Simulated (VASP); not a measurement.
Consider the following.

```
Ta
1.0
   -1.65257     1.65257     1.65257
    1.65257    -1.65257     1.65257
    1.65257     1.65257    -1.65257
Ta
1
Cartesian
  0.00000   0.00000   0.00000
```

The numbers are results of r2SCAN meta-GGA, VASP's PBE PAW potentials (set 64) (plane waves; VASP), not measurements. Settings: 530 eV cut-off, 14×14×14 Γ-centred mesh, first-order Methfessel-Paxton smearing of 0.10 eV, potentials Ta_pv.

Finite-difference elastic constants of metals are sensitive to mesh and smearing; shear constants can be off by tens of GPa.

Give the elastic stiffness tensor with the ions relaxed (GPa, in the frame of the cell).

```csv
,xx,yy,zz,yz,xz,xy
xx,292,178,178,0.0,0.0,0.0
yy,178,292,178,0.0,0.0,0.0
zz,178,178,292,0.0,0.0,0.0
yz,0.0,0.0,0.0,95.2,0.0,0.0
xz,0.0,0.0,0.0,0.0,95.2,0.0
xy,0.0,0.0,0.0,0.0,0.0,95.2
```

Predict the Hill bulk modulus, Hill shear modulus, Young's modulus, Poisson's ratio.

```json
{
  "hill_bulk_modulus": "216 GPa",
  "hill_shear_modulus": "77.4 GPa",
  "Young's modulus": "207 GPa",
  "Poisson's ratio": "0.340"
}
```

Measured: C11 266 GPa at 0 K (computed value off by +9.5 %), C12 158 GPa at 0 K (computed value off by +12.5 %), C44 87.4 GPa at 0 K (computed value off by +8.9 %), as given by Rui Wang et al., Physical Review Materials (2022), arXiv:2209.12322 [extrapolated to 0 K; zero-point effects included].

The compound is Ta in the bcc structure. It was relaxed first.
